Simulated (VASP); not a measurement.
Given:

```yaml
crystal:
  lattice:
    - [1.87834, -7.40759, 0.00000]
    - [1.87834, 7.40759, 0.00000]
    - [0.00000, 0.00000, 3.73894]
  atoms:
    - { symbol: Zr, position: [0.10470, 0.89530, 0.25000] }
    - { symbol: Zr, position: [0.89530, 0.10470, 0.75000] }
    - { symbol: Ge, position: [0.44068, 0.55932, 0.25000] }
    - { symbol: Ge, position: [0.55932, 0.44068, 0.75000] }
    - { symbol: Ge, position: [0.25011, 0.74989, 0.75000] }
    - { symbol: Ge, position: [0.74989, 0.25011, 0.25000] }
```

Computed with LDA (Ceperley-Alder, Perdew-Zunger), VASP's LDA PAW potentials (set 64) (plane waves; VASP). Run with 400 eV cut-off, 9×9×9 Γ-centred mesh, tetrahedra with Blöchl corrections, potentials Zr_sv Ge_d.

The cores are frozen, which limits the accuracy of field gradients.

### Question
Give the principal components of the electric field gradient (V/Å²) and the asymmetry η at each nucleus.

### Answer

| atom | Vxx | Vyy | Vzz | η |
|---|---|---|---|---|
| Zr1 | 5.8 | 5.1 | -10.9 | 0.06 |
| Zr2 | 5.8 | 5.1 | -10.9 | 0.06 |
| Ge3 | -95.3 | -34.7 | 130.1 | 0.47 |
| Ge4 | -95.3 | -34.7 | 130.1 | 0.47 |
| Ge5 | 58.6 | 56.9 | -115.5 | 0.01 |
| Ge6 | 58.6 | 56.9 | -115.5 | 0.01 |

The structure comes from a computed database's ZrGe2 entry (Cmcm); how it stands against other phases isn't given here. It was relaxed first, which changed the volume by -5 %.
